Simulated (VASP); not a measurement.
Consider the following.

```yaml
crystal:
  lattice:
    - [4.09526, 0.00000, 0.00000]
    - [0.00000, 4.09526, 0.00000]
    - [0.00000, 0.00000, 4.09526]
  atoms:
    - { symbol: Hf, position: [0.00000, 0.00000, 0.00000] }
    - { symbol: B, position: [0.50000, 0.50000, 0.50000] }
    - { symbol: Rh, position: [0.00000, 0.50000, 0.50000] }
    - { symbol: Rh, position: [0.50000, 0.00000, 0.50000] }
    - { symbol: Rh, position: [0.50000, 0.50000, 0.00000] }
```

Calculation: PBEsol GGA, VASP's PBE PAW potentials (set 64) (plane waves; VASP). Numerical set-up: 400 eV cut-off, 6×6×6 Γ-centred mesh, Gaussian smearing of 0.050 eV, potentials Hf_pv B Rh_pv.

### Question
Give the energies of bands 20 to 33 at the high-symmetry points, in eV from the Fermi level.

### Answer

```csv
band,Γ,X,M,R
20,-2.55,-3.98,-3.38,-3.80
21,-2.55,-3.66,-3.38,-3.02
22,-2.55,-3.66,-3.30,-3.02
23,-1.79,-3.43,-3.20,-3.02
24,-1.79,-2.19,-2.88,-2.01
25,-1.36,-1.88,-2.88,-2.01
26,-1.36,-1.76,-1.92,-0.25
27,-1.36,-1.76,-1.90,-0.25
28,-0.08,-1.20,-1.63,-0.25
29,-0.06,-0.06,-1.38,0.18
30,-0.06,0.83,1.12,0.18
31,-0.06,0.83,1.12,0.18
32,2.60,1.99,1.55,1.50
33,2.60,1.99,1.55,1.50
```

It has no gap at this level: it comes out as a metal or semimetal.

The structure comes from a computed database's HfBRh3 entry (Pm-3m); how it stands against other phases isn't given here. The cell was not relaxed at this level.
